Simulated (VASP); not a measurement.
# What goes wrong when MnS (Alabandite) is relaxed with a bad input, part 2 of 2

Some relaxations of MnS (Alabandite) get a fault in the input on purpose. Which of them show, and how? The starting structure is a measured crystal structure from the Crystallography Open Database. The first relaxation on each setting starts from this cell expanded by 3 % in volume.

VASP 6.6.1.

Results so far: reference 15.88 Å³ an atom.

**4. Relaxation with one electron too many**

Level of this step: PBEsol, spin-polarised from an antiferromagnetic start; plane waves and PAW (Mn_pv, S) (VASP).

A slip made on purpose: one electron too many. Against step 2 the input has NELECT = 39 (also changed: NELM).

INCAR reads:

```
SYSTEM = MnS
PREC = Accurate
ENCUT = 450
EDIFF = 1E-06
NELM = 60
ISMEAR = 0
SIGMA = 0.03
LREAL = .FALSE.
ALGO = Normal
GGA = PS
NBANDS = 27
ISPIN = 2
MAGMOM = 4 -4 0 0
LASPH = .TRUE.
LMAXMIX = 4
LORBIT = 11
LWAVE = .FALSE.
LCHARG = .FALSE.
KPAR = 8
IBRION = 2
NSW = 50
ISIF = 3
EDIFFG = -0.006
NELECT = 39
```

POSCAR reads:

```
MnS
1.0
    0.0000000000      2.6376610878      2.6376610878
    2.6376610878      0.0000000000      2.6376610878
    5.2753221756      5.2753221756      0.0000000000
Mn S
2 2
Direct
    0.0000000000      0.0000000000      0.0000000000
    0.0000000000      0.0000000000      0.5000000000
    0.5000000000      0.5000000000      0.2500000000
    0.5000000000      0.5000000000      0.7500000000
```

KPOINTS reads:

```
Automatic mesh
0
Gamma
8 8 8
0 0 0
```

The projector-augmented-wave data sets are Mn_pv and S (PBE family, release 64).

Launch:

```
mpirun -np 8 vasp_std
```

What it wrote:

```text
[... set-up lines as in an earlier step ...]
 entering main loop
       N       E                     dE             d eps       ncg     rms          rms(c)
DAV:   1     0.361759549739E+03    0.36176E+03   -0.19800E+04  7676   0.137E+03
DAV:   2     0.390872400017E+01   -0.35785E+03   -0.34679E+03  7133   0.400E+02
DAV:   3    -0.232609830619E+02   -0.27170E+02   -0.26632E+02  8368   0.112E+02
DAV:   4    -0.240920610374E+02   -0.83108E+00   -0.82649E+00  8113   0.190E+01
DAV:   5    -0.241079555330E+02   -0.15894E-01   -0.15887E-01  8186   0.299E+00BRMIX: very serious problems
 the old and the new charge density differ
 old charge density:    38.00000 new   39.00000
BRMIX: very serious problems
 the old and the new charge density differ
 old charge density:    38.00000 new   39.00000
BRMIX: very serious problems
 the old and the new charge density differ
 old charge density:    38.00000 new   39.00000
BRMIX: very serious problems
 the old and the new charge density differ
 old charge density:    38.00000 new   39.00000
BRMIX: very serious problems
 the old and the new charge density differ
[...]
DAV:  14    -0.229699431722E+02   -0.63392E-08   -0.13496E-05  7995   0.173E-02    0.620E-03
DAV:  15    -0.229699432236E+02   -0.51356E-07   -0.42350E-07  4029   0.494E-03
   1 F= -.22969943E+02 E0= -.22968917E+02  d E =-.229699E+02  mag=    -0.0000
[... from here on, the cycles between the ionic steps are left out ...]
   2 F= -.23398176E+02 E0= -.23397099E+02  d E =-.428233E+00  mag=     0.0000
   3 F= -.23399542E+02 E0= -.23398273E+02  d E =-.429599E+00  mag=    -0.0000
   4 F= -.23399514E+02 E0= -.23398313E+02  d E =-.429571E+00  mag=     0.0000
   5 F= -.23403300E+02 E0= -.23402115E+02  d E =-.378612E-02  mag=    -0.0000
   6 F= -.23407458E+02 E0= -.23406029E+02  d E =-.794412E-02  mag=     0.0000
   7 F= -.23407481E+02 E0= -.23406029E+02  d E =-.796658E-02  mag=    -0.0000
   8 F= -.23407465E+02 E0= -.23405977E+02  d E =-.795079E-02  mag=     0.0000
   9 F= -.23407489E+02 E0= -.23406020E+02  d E =-.797491E-02  mag=    -0.0000
  10 F= -.23407763E+02 E0= -.23406239E+02  d E =-.274239E-03  mag=     0.0000
  11 F= -.23407674E+02 E0= -.23406107E+02  d E =-.185044E-03  mag=     0.0000
  12 F= -.23407749E+02 E0= -.23406202E+02  d E =-.260410E-03  mag=     0.0000
  13 F= -.23407765E+02 E0= -.23406229E+02  d E =-.275724E-03  mag=     0.0000
[...]
reached required accuracy - stopping structural energy minimisation
```

Elapsed: 5.6 min, on 8 MPI ranks of AMD EPYC 7R43, shared host; peak memory 2.8 GiB; 45 min of CPU time.

OUTCAR, selected parts (step 4):

```text
  Total       -0.0093888     -0.0093888     -0.0093888     -0.0033011      0.0033011      0.0033011
  in kB       -0.1701713     -0.1701713     -0.1701713     -0.0598320      0.0598320      0.0598320
  external PRESSURE =      -0.1701713 kB  Pullay stress =       0.0000000 kB

 POSITION                                       TOTAL-FORCE (eV/Angst)
 -----------------------------------------------------------------------------------
      0.00000      0.00000      0.00000         0.000000      0.000000      0.000000
      2.85590      2.85590     -0.09764        -0.000000     -0.000000     -0.000000
      2.80708      2.80708      2.70944        -0.000000     -0.000000      0.000000
      5.66298      5.66298      2.61180         0.000000      0.000000     -0.000000
 -----------------------------------------------------------------------------------
    total drift:                                0.000000      0.000000      0.000000

  FREE ENERGIE OF THE ION-ELECTRON SYSTEM (eV)
  ---------------------------------------------------
  free  energy   TOTEN  =       -23.4077646515 eV

  energy  without entropy=      -23.4046928164  energy(sigma->0) =      -23.40622873

 magnetization (x)
# of ion       s       p       d       tot
------------------------------------------
    1        0.030   0.011   4.010   4.051
    2       -0.030  -0.011  -4.010  -4.051
    3        0.000   0.000   0.000   0.000
    4        0.000   0.000   0.000   0.000
--------------------------------------------------
tot          0.000   0.000   0.000   0.000

[... 2 parts as in an earlier step ...]

[... 2 further parts left out ...]
[key lines of the parts left out:]
E-fermi :   5.3754
```

Logs of long relaxations may skip ionic steps without a mark.

With one electron too many the cell ends at 22.099 Å³ an atom, +39.14 % from the reference, a by +9.3 %, b by +9.3 % and c by +16.5 %.

**5. Relaxation with a loose energy criterion for the relaxation**

A slip made on purpose: a loose energy criterion for the relaxation. Against step 2 the input has EDIFFG = 0.1 (also changed: NELM).

Changes to INCAR since step 4:

```diff
@@ -22,3 +22,2 @@
 ISIF = 3
-EDIFFG = -0.006
-NELECT = 39
+EDIFFG = 0.1
```

POSCAR is that of step 4.

KPOINTS is that of step 4.

Launch:

```
mpirun -np 8 vasp_std
```

What it wrote:

```text
[... set-up lines as in an earlier step ...]
 entering main loop
       N       E                     dE             d eps       ncg     rms          rms(c)
DAV:   1     0.343986784244E+03    0.34399E+03   -0.19524E+04  7676   0.135E+03
DAV:   2    -0.477209120069E+01   -0.34876E+03   -0.33712E+03  7133   0.391E+02
DAV:   3    -0.312733877404E+02   -0.26501E+02   -0.25974E+02  8368   0.110E+02
DAV:   4    -0.320604596043E+02   -0.78707E+00   -0.78406E+00  8113   0.184E+01
[...]
DAV:  13    -0.298119180543E+02   -0.17284E-04   -0.18488E-05  7674   0.270E-02    0.466E-02
DAV:  14    -0.298119239985E+02   -0.59442E-05   -0.18237E-05  7589   0.263E-02    0.916E-03
DAV:  15    -0.298119239212E+02    0.77326E-07   -0.17525E-06  5536   0.112E-02
   1 F= -.29811924E+02 E0= -.29811924E+02  d E =-.298119E+02  mag=    -0.0000
[...]
N       E                     dE             d eps       ncg     rms          rms(c)
DAV:   1    -0.452135063854E+02   -0.15402E+02   -0.23132E+02  7446   0.169E+02    0.408E+01
[...]
2 F= -.30121387E+02 E0= -.30121387E+02  d E =-.309463E+00  mag=     0.0000
 trial-energy change:   -0.309463  1 .order   -0.285414   -0.680752    0.109924
 step:   0.8802(harm=  0.8610)  dis= 0.00000  next Energy=   -30.127929 (dE=-0.316E+00)
[...]
N       E                     dE             d eps       ncg     rms          rms(c)
DAV:   1    -0.303384027499E+02   -0.21702E+00   -0.36545E+00  7386   0.225E+01    0.449E+00
DAV:   2    -0.301459301249E+02    0.19247E+00   -0.11818E+00  7488   0.136E+01    0.427E+00
DAV:   3    -0.301376893500E+02    0.82408E-02   -0.44183E-02  7416   0.233E+00    0.799E-01
DAV:   4    -0.301299254763E+02    0.77639E-02   -0.29483E-02  8313   0.128E+00    0.463E-01
DAV:   5    -0.301286524414E+02    0.12730E-02   -0.73445E-03  7689   0.737E-01    0.313E-01
DAV:   6    -0.301284413647E+02    0.21108E-03   -0.80107E-04  7569   0.189E-01    0.923E-02
DAV:   7    -0.301284061717E+02    0.35193E-04   -0.21528E-04  7433   0.127E-01    0.446E-02
DAV:   8    -0.301284115215E+02   -0.53498E-05   -0.40852E-05  7703   0.476E-02    0.120E-02
DAV:   9    -0.301284124774E+02   -0.95592E-06   -0.14415E-06  5232   0.987E-03
   3 F= -.30128412E+02 E0= -.30128412E+02  d E =-.316489E+00  mag=    -0.0000
[...]
reached required accuracy - stopping structural energy minimisation
```

The job ended after 2 min (8 MPI ranks; peak memory 2.8 GiB; 16 min of CPU time).

Parts of OUTCAR (step 5):

```text
  Total        0.0220864      0.0220864      0.0220864     -0.0790347      0.0790347      0.0790347
  in kB        0.5552757      0.5552757      0.5552757     -1.9870208      1.9870208      1.9870208
  external PRESSURE =       0.5552757 kB  Pullay stress =       0.0000000 kB

 POSITION                                       TOTAL-FORCE (eV/Angst)
 -----------------------------------------------------------------------------------
      0.00000      0.00000      0.00000        -0.000000     -0.000000     -0.000000
      2.51358      2.51358      0.00537        -0.000000     -0.000000     -0.000000
      2.51626      2.51626      2.52164        -0.000000      0.000000      0.000000
      5.02984      5.02984      2.52701         0.000000      0.000000      0.000000
 -----------------------------------------------------------------------------------
    total drift:                                0.000000      0.000000      0.000000

  FREE ENERGIE OF THE ION-ELECTRON SYSTEM (eV)
  ---------------------------------------------------
  free  energy   TOTEN  =       -30.1284124774 eV

  energy  without entropy=      -30.1284124774  energy(sigma->0) =      -30.12841248

 magnetization (x)
# of ion       s       p       d       tot
------------------------------------------
    1        0.013   0.015   4.009   4.038
    2       -0.013  -0.015  -4.009  -4.038
    3        0.000   0.000   0.000   0.000
    4        0.000   0.000   0.000   0.000
--------------------------------------------------
tot          0.000   0.000   0.000   0.000

[... 2 parts as in an earlier step ...]

[... 2 further parts left out ...]
[key lines of the parts left out:]
E-fermi :   7.6948
```

With a loose energy criterion for the relaxation the cell ends at 15.932 Å³ an atom, +0.31 % from the reference, in a cell of other symmetry than the reference's.

**6. Relaxation with a k mesh far too coarse**

A slip made on purpose: a k mesh far too coarse. Against step 2 the input has a 2×2×2 mesh (also changed: NELM, NCORE and KPAR).

Changes to INCAR since step 5:

```diff
@@ -18,3 +18,3 @@
 LCHARG = .FALSE.
-KPAR = 8
+NCORE = 8
 IBRION = 2
@@ -22,2 +22,2 @@
 ISIF = 3
-EDIFFG = 0.1
+EDIFFG = -0.006
```

POSCAR is that of step 5.

KPOINTS reads:

```
Automatic mesh
0
Gamma
2 2 2
0 0 0
```

Launch:

```
mpirun -np 8 vasp_std
```

What it wrote:

```text
[banner, memory and clock lines left out]
running    8 mpi-ranks, on    1 nodes
[...]
[... a notice as in an earlier step ...]

 [... a notice as in an earlier step ...]

 LDA part: xc-table for (Slater+PW92), standard interpolation
 POSCAR, INCAR and KPOINTS ok, starting setup
[...]
entering main loop
       N       E                     dE             d eps       ncg     rms          rms(c)
DAV:   1     0.336887348046E+03    0.33689E+03   -0.19935E+04   472   0.137E+03
DAV:   2    -0.321434882598E+01   -0.34010E+03   -0.32922E+03   438   0.386E+02
DAV:   3    -0.303365919777E+02   -0.27122E+02   -0.26278E+02   556   0.108E+02
DAV:   4    -0.312016990389E+02   -0.86511E+00   -0.86079E+00   492   0.171E+01
[...]
DAV:  13    -0.288504601877E+02   -0.24568E-04   -0.31456E-05   453   0.344E-02    0.450E-02
DAV:  14    -0.288504676533E+02   -0.74656E-05   -0.78114E-06   465   0.224E-02    0.900E-03
DAV:  15    -0.288504679116E+02   -0.25827E-06   -0.67635E-07   264   0.671E-03
   1 F= -.28850468E+02 E0= -.28850468E+02  d E =-.288505E+02  mag=     0.0000
[... from here on, the cycles between the ionic steps are left out ...]
   2 F= -.29198124E+02 E0= -.29198124E+02  d E =-.347656E+00  mag=     0.0000
   3 F= -.29198724E+02 E0= -.29198724E+02  d E =-.348256E+00  mag=     0.0000
   4 F= -.29239576E+02 E0= -.29239576E+02  d E =-.408522E-01  mag=    -0.0000
   5 F= -.29248807E+02 E0= -.29248807E+02  d E =-.500826E-01  mag=     0.0000
   6 F= -.29248830E+02 E0= -.29248830E+02  d E =-.501059E-01  mag=    -0.0000
   7 F= -.29248816E+02 E0= -.29248816E+02  d E =-.500919E-01  mag=     0.0000
   8 F= -.29248920E+02 E0= -.29248920E+02  d E =-.103613E-03  mag=     0.0000
   9 F= -.29248970E+02 E0= -.29248970E+02  d E =-.153668E-03  mag=    -0.0000
[...]
reached required accuracy - stopping structural energy minimisation
```

Elapsed: 35 s, on 8 MPI ranks; peak memory 0.72 GiB.

OUTCAR, selected parts (step 6):

```text
  Total       -0.0002285     -0.0002285     -0.0002285      0.0131633     -0.0131633     -0.0131633
  in kB       -0.0057070     -0.0057070     -0.0057070      0.3288261     -0.3288261     -0.3288261
  external PRESSURE =      -0.0057070 kB  Pullay stress =       0.0000000 kB

 POSITION                                       TOTAL-FORCE (eV/Angst)
 -----------------------------------------------------------------------------------
      0.00000      0.00000      0.00000         0.000000      0.000000     -0.000000
      2.43284      2.43284      0.18451         0.000000      0.000000     -0.000000
      2.52510      2.52510      2.70961        -0.000000     -0.000000      0.000000
      4.95794      4.95794      2.89412        -0.000000      0.000000     -0.000000
 -----------------------------------------------------------------------------------
    total drift:                                0.000000      0.000000      0.000000

  FREE ENERGIE OF THE ION-ELECTRON SYSTEM (eV)
  ---------------------------------------------------
  free  energy   TOTEN  =       -29.2489698679 eV

  energy  without entropy=      -29.2489698679  energy(sigma->0) =      -29.24896987

 magnetization (x)
# of ion       s       p       d       tot
------------------------------------------
    1        0.041   0.010   3.946   3.998
    2       -0.041  -0.010  -3.946  -3.998
    3        0.000   0.000   0.000   0.000
    4        0.000   0.000   0.000   0.000
--------------------------------------------------
tot          0.000   0.000   0.000   0.000

[... 1 part as in an earlier step ...]

[... 3 further parts left out ...]
[key lines of the parts left out:]
E-fermi :   7.7292
```

With a k mesh far too coarse the cell ends at 16.034 Å³ an atom, +0.95 % from the reference, a by +3.7 %, b by +3.7 % and c by -6.1 %.

**7. Relaxation with spin polarisation switched off**

A slip made on purpose: spin polarisation switched off. Against step 2 the input has no ISPIN and no MAGMOM (also changed: NBANDS and LMAXMIX). This run starts from the cell of an earlier relaxation, which isn't shown; the restart sets up the plane waves anew.

INCAR reads:

```
SYSTEM = MnS
PREC = Accurate
ENCUT = 450
EDIFF = 1E-06
NELM = 100
ISMEAR = 0
SIGMA = 0.03
LREAL = .FALSE.
ALGO = Normal
GGA = PS
NBANDS = 25
LASPH = .TRUE.
LORBIT = 11
LWAVE = .FALSE.
LCHARG = .FALSE.
KPAR = 8
IBRION = 2
NSW = 50
ISIF = 3
EDIFFG = -0.006
```

POSCAR reads:

```
MnS
1.0
    0.0000000000      1.9843324410      1.9843324410
    1.9843324410      0.0000000000      1.9843324410
    5.1199394911      5.1199394911     -1.1512746090
Mn S
2 2
Direct
    0.0000000000      0.0000000000      0.0000000000
    0.0000000000      0.0000000000      0.5000000000
    0.5000000000      0.5000000000      0.2500000000
    0.5000000000      0.5000000000      0.7500000000
```

KPOINTS reads:

```
Automatic mesh
0
Gamma
8 8 8
0 0 0
```

Launch:

```
mpirun -np 8 vasp_std
```

What it wrote:

```text
[... set-up lines as in an earlier step ...]
 entering main loop
       N       E                     dE             d eps       ncg     rms          rms(c)
DAV:   1     0.377046605085E+03    0.37705E+03   -0.19736E+04  3466   0.166E+03
DAV:   2    -0.468115488086E+01   -0.38173E+03   -0.37063E+03  3317   0.469E+02
DAV:   3    -0.319127336166E+02   -0.27232E+02   -0.26485E+02  3848   0.126E+02
DAV:   4    -0.326723075449E+02   -0.75957E+00   -0.75628E+00  3518   0.204E+01
[...]
DAV:  12    -0.290693811308E+02    0.24529E-04   -0.87757E-05  3518   0.800E-02    0.259E-02
DAV:  13    -0.290693792110E+02    0.19199E-05   -0.52430E-06  3219   0.195E-02    0.151E-02
DAV:  14    -0.290693786987E+02    0.51225E-06   -0.44015E-06  2858   0.213E-02
   1 F= -.29069379E+02 E0= -.29068938E+02  d E =-.290694E+02
[...]
2 F= -.29069522E+02 E0= -.29069076E+02  d E =-.143458E-03
[...]
3 F= -.29069532E+02 E0= -.29069086E+02  d E =-.153493E-03
[...]
4 F= -.29069571E+02 E0= -.29069126E+02  d E =-.388940E-04
 trial-energy change:   -0.000039  1 .order   -0.000037   -0.000092    0.000017
 step:   0.8095(harm=  0.8095)  dis= 0.00000  next Energy=   -29.069571 (dE=-0.388E-04)
 reached required accuracy - stopping structural energy minimisation
```

Wall time 30 s (8 MPI ranks); peak memory 1.4 GiB.

Parts of OUTCAR (step 7):

```text
  Total        0.0037278      0.0037278      0.0037278     -0.0058595      0.0058595      0.0058595
  in kB        0.1334859      0.1334859      0.1334859     -0.2098183      0.2098183      0.2098183
  external PRESSURE =       0.1334859 kB  Pullay stress =       0.0000000 kB

 POSITION                                       TOTAL-FORCE (eV/Angst)
 -----------------------------------------------------------------------------------
      1.98110      1.98110      3.96219         0.000000     -0.000000      0.000000
      2.56041      2.56041     -0.57931        -0.000000      0.000000     -0.000000
      2.27075      2.27075      1.69144        -0.000000     -0.000000      0.000000
      4.83116      4.83116      1.11213        -0.000000     -0.000000      0.000000
 -----------------------------------------------------------------------------------
    total drift:                               -0.000000     -0.000000      0.000000

  FREE ENERGIE OF THE ION-ELECTRON SYSTEM (eV)
  ---------------------------------------------------
  free  energy   TOTEN  =       -29.0695710852 eV

  energy  without entropy=      -29.0686811736  energy(sigma->0) =      -29.06912613

[... 1 part as in an earlier step ...]

[... 3 further parts left out ...]
[key lines of the parts left out:]
E-fermi :  11.7250
```

With spin polarisation switched off the cell ends at 11.186 Å³ an atom, -29.57 % from the reference, with the moments of the reference lost, a by -21.5 %, b by -21.5 % and c by +14.3 %.

**8. The runs compared**

| run | ended | volume (Å³/atom) | change (%) | pressure left (GPa) | core minutes |
| --- | --- | --- | --- | --- | --- |
| reference | converged | 15.883 | - | 0.01 | 41.1 |
| a cutoff far too low | stopped by VASP | - | - | - | 1.89 |
| one electron too many | converged | 22.099 | 39.14 | -0.02 | 44.9 |
| a loose energy criterion for the relaxation | converged | 15.932 | 0.31 | 0.06 | 16.4 |
| a k mesh far too coarse | converged | 16.034 | 0.95 | 0.0 | 4.67 |
| spin polarisation switched off | converged | 11.186 | -29.57 | 0.01 | 67.7 |

Core minutes are wall time times ranks, summed over the relaxations behind a row (those for a bulk modulus apart), on shared hosts.

**9. Summary of results**

```
volume of the reference                                                   : 15.88 Å³/atom
volume against the reference, one electron too many                       : +39.14 %
volume against the reference, a loose energy criterion for the relaxation : +0.31 %
volume against the reference, a k mesh far too coarse                     : +0.95 %
volume against the reference, spin polarisation switched off              : -29.57 %
run with a cutoff far too low                                             : stopped by VASP
```

In words: VASP stopped by itself in the run with a cutoff far too low. Finished, but with signs in the output that stand out against the reference: one electron too many, with the volume changed by +39.1 %, a by +9.3 %, b by +9.3 % and c by +16.5 % (signs: a warning on the charge density and 10.8 GPa at the first ionic step (of the first relaxations, not shown; reference: -9.5 GPa)); a loose energy criterion for the relaxation, with the volume changed by +0.3 %, in a cell of other symmetry than the reference's (signs: a stress of up to 0.2 GPa); spin polarisation switched off, with the volume changed by -29.6 %, with the moments of the reference lost, a by -21.5 %, b by -21.5 % and c by +14.3 % (signs: no moments, where the reference has up to 4.03 μB and -28.7 GPa at the first ionic step (of the first relaxations, not shown; reference: -9.5 GPa)). Finished, and of the signs looked for here (warnings, stress, forces, entropy, moments, translations away from zero, imaginary modes) none stands out against the reference by the marks set here, though the cell is off: a k mesh far too coarse, with the volume changed by +1.0 %, a by +3.7 %, b by +3.7 % and c by -6.1 %. The reference was restarted once and some of the runs with a slip weren't, so their cells may not have settled fully. Further runs on this material are not shown.

[Lines on the potential files, build, host, timing and source positions are cut from VASP's logs without a mark.]

[Logs are printed without paths, hosts, clocks, repeated set-up lines and the standing remarks that a program may print on its own settings, such as how far it seeks lower states.]

[Hosts, paths, dates, database ids (printed as entryN), source tags and the programs' standing remarks are cut or masked in the printed files.]
